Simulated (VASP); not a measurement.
OSZICAR of a VASP run on CuZn (CsCl type):

File OSZICAR:
```
       N       E                     dE             d eps       ncg     rms          rms(c)
DAV:   1     0.101505705848E+03    0.10151E+03   -0.98771E+03 15848   0.213E+03
DAV:   2    -0.343430628495E+01   -0.10494E+03   -0.10213E+03 15402   0.305E+02
DAV:   3    -0.605599620945E+01   -0.26217E+01   -0.26147E+01 19245   0.660E+01
DAV:   4    -0.607263455485E+01   -0.16638E-01   -0.16637E-01 17880   0.462E+00
DAV:   5    -0.607286069451E+01   -0.22614E-03   -0.22614E-03 20478   0.572E-01    0.955E+00
DAV:   6    -0.590591226448E+01    0.16695E+00   -0.16986E+01 16523   0.108E+02    0.597E+00
DAV:   7    -0.499575539588E+01    0.91016E+00   -0.38383E+00 15998   0.104E+02    0.229E+00
DAV:   8    -0.499902886209E+01   -0.32735E-02   -0.19128E-01 20866   0.612E+00    0.129E+00
DAV:   9    -0.498937426915E+01    0.96546E-02   -0.20656E-02 18732   0.373E+00    0.559E-02
DAV:  10    -0.498938423626E+01   -0.99671E-05   -0.50185E-04 17880   0.281E-01    0.272E-02
DAV:  11    -0.498938707952E+01   -0.28433E-05   -0.10083E-05 20894   0.403E-02    0.121E-02
DAV:  12    -0.498938618654E+01    0.89298E-06   -0.52644E-07 11187   0.198E-02
   1 F= -.49893862E+01 E0= -.49894338E+01  d E =0.142862E-03
```

Which electronic solver shows in the log?

It is blocked Davidson (ALGO = Normal, or the opening steps of other solvers). The INCAR had ALGO = Normal.

Can the final energy be trusted as converged?

Self-consistency was reached. It stopped with EDIFF = 1E-6, NELM = 100 (PBE GGA, plane waves, VASP's PBE PAW potentials (set 64)).

The compound is CuZn in the CsCl type structure. The cell was not relaxed at this level, atoms are displaced from their ideal sites. The run is one of a series of settings (KPOINTS 14×14×14 Γ-centred mesh against the base run), some of them coarse on purpose. The electron count is odd and the run is not spin-polarised, which forces a metal.
